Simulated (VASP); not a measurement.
All values below come from LDA (Ceperley-Alder, Perdew-Zunger), VASP's LDA PAW potentials (set 64) (plane waves; VASP).

Input for VASP

### INCAR
```
LWAVE  =  .FALSE.
NSW  =  30   ! most ionic steps
PREC  =  Accurate
ISIF  =  2
SIGMA  =  0.1   ! width (eV)
IBRION  =  1   ! quasi-Newton
EDIFF  =  1E-8   ! SCF stop (eV)
NELM  =  100   ! most electronic steps
ALGO  =  Normal
LMAXMIX  =  6   ! l cut-off of mixed one-centre charges
ENCUT  =  400   ! plane-wave cut-off (eV)
LCHARG  =  .FALSE.
EDIFFG  =  -0.001   ! ionic stop
ISMEAR  =  1   ! Methfessel-Paxton
SYSTEM  =  Pt
LREAL  =  .FALSE.   ! projection in real space or not
LASPH  =  .TRUE.   ! aspherical one-centre terms
```

**POSCAR**
```
Pt
1
   -0.0000000000     1.9481168571     1.9481168571
    1.9481168571     0.0000000000     1.9481168571
    1.9481168571     1.9481168571     0.0000000000
Pt
1
Direct
  0.0000000000   0.0000000000   0.0000000000
```

### KPOINTS
```
Automatic
0
G
 14 14 14
```

POTCAR, in this order: Pt (LDA.64 set). Program: vasp_std.

Output

**OSZICAR**
```
       N       E                     dE             d eps       ncg     rms          rms(c)
DAV:   1     0.237795385460E+02    0.23780E+02   -0.47212E+03  2200   0.818E+02
DAV:   2    -0.766627444436E+01   -0.31446E+02   -0.29296E+02  1981   0.156E+02
DAV:   3    -0.794674340346E+01   -0.28047E+00   -0.27639E+00  2282   0.148E+01
DAV:   4    -0.794749602588E+01   -0.75262E-03   -0.75258E-03  2073   0.815E-01
DAV:   5    -0.794750161080E+01   -0.55849E-05   -0.55853E-05  2132   0.648E-02    0.140E+01
DAV:   6    -0.756426674000E+01    0.38323E+00   -0.98873E-01  1910   0.899E+00    0.720E+00
DAV:   7    -0.751795848283E+01    0.46308E-01   -0.16073E-01  1990   0.346E+00    0.261E+00
DAV:   8    -0.751318448076E+01    0.47740E-02   -0.50467E-03  1997   0.761E-01    0.473E-01
DAV:   9    -0.751307457140E+01    0.10991E-03   -0.43700E-05  1972   0.728E-02    0.255E-02
DAV:  10    -0.751307666848E+01   -0.20971E-05   -0.16404E-06  2160   0.992E-03    0.223E-03
DAV:  11    -0.751307668908E+01   -0.20598E-07   -0.41032E-08  2264   0.206E-03    0.914E-04
DAV:  12    -0.751307668838E+01    0.70554E-09   -0.14247E-09  1098   0.358E-04
   1 F= -.75130767E+01 E0= -.75132123E+01  d E =-.751308E+01
```

**OUTCAR**
```
------------------------ aborting loop because EDIFF is reached ----------------------------------------
  FORCE on cell =-STRESS in cart. coord.  units (eV):
  Direction    XX          YY          ZZ          XY          YZ          ZX
  --------------------------------------------------------------------------------------
  Total       -0.0042642     -0.0042642     -0.0042642     -0.0000000     -0.0000000      0.0000000
  in kB       -0.4620329     -0.4620329     -0.4620329     -0.0000000     -0.0000000      0.0000000
  external PRESSURE =      -0.4620329 kB  Pullay stress =       0.0000000 kB
  volume of cell :       14.79
      direct lattice vectors                 reciprocal lattice vectors
     0.000000000  1.948116857  1.948116857    -0.256658115  0.256658115  0.256658115
     1.948116857  0.000000000  1.948116857     0.256658115 -0.256658115  0.256658115
     1.948116857  1.948116857  0.000000000     0.256658115  0.256658115 -0.256658115
 POSITION                                       TOTAL-FORCE (eV/Angst)
 -----------------------------------------------------------------------------------
      0.00000      0.00000      0.00000        -0.000000      0.000000      0.000000
 -----------------------------------------------------------------------------------
    total drift:                                0.000000      0.000000     -0.000000
  FREE ENERGIE OF THE ION-ELECTRON SYSTEM (eV)
  ---------------------------------------------------
  free  energy   TOTEN  =        -7.5130766884 eV

  energy  without entropy=       -7.5134835042  energy(sigma->0) =       -7.51321229

 reached required accuracy - stopping structural energy minimisation
```
(Selected blocks of OUTCAR.)

### OUTCAR
```
 val. band max:       11.5008314514   @ k =   0.5000   0.3571   0.0714

 cond. band min:      11.5356833390   @ k =   0.4286   0.1429   0.0000


 Fermi energy:        11.5118580660

 k-point     1 :       0.0000    0.0000    0.0000
  band No.  band energies     occupation
      1       1.0585      2.00000
      2       7.5834      2.00000
      3       7.5834      2.00000
      4       7.5834      2.00000
      5       9.8513      2.00000
      6       9.8513      2.00000
      7      26.0893      0.00000
      8      31.1260      0.00000
      9      31.1260      0.00000

 k-point     2 :       0.0714    0.0000    0.0000
  band No.  band energies     occupation
      1       1.2676      2.00000
      2       7.4894      2.00000
      3       7.6669      2.00000
      4       7.6669      2.00000
      5       9.8042      2.00000
      6       9.8042      2.00000
      7      26.4200      0.00000
      8      30.1110      0.00000
      9      31.4541      0.00000

 k-point     3 :       0.1429    0.0000    0.0000
  band No.  band energies     occupation
      1       1.8611      2.00000
      2       7.2761      2.00000
      3       7.8619      2.00000
      4       7.8619      2.00000
      5       9.7331      2.00000
      6       9.7331      2.00000
      7      27.2561      0.00000
      8      28.1878      0.00000
      9      32.3891      0.00000

 k-point     4 :       0.2143    0.0000    0.0000
  band No.  band energies     occupation
      1       2.7069      2.00000
      2       7.1492      2.00000
      3       7.9910      2.00000
      4       7.9910      2.00000
      5       9.8428      2.00000
      6       9.8428      2.00000
      7      26.0664      0.00000
      8      27.9750      0.00000
      9      33.7492      0.00000

 k-point     5 :       0.2857    0.0000    0.0000
  band No.  band energies     occupation
      1       3.4934      2.00000
      2       7.4726      2.00000
      3       7.9151      2.00000
...
```

Unless said otherwise, spin-orbit coupling is left out, though it shifts the bands of the heavy elements here.

The compound is Pt in the fcc structure. It was relaxed first. The start is the result of an earlier pass.
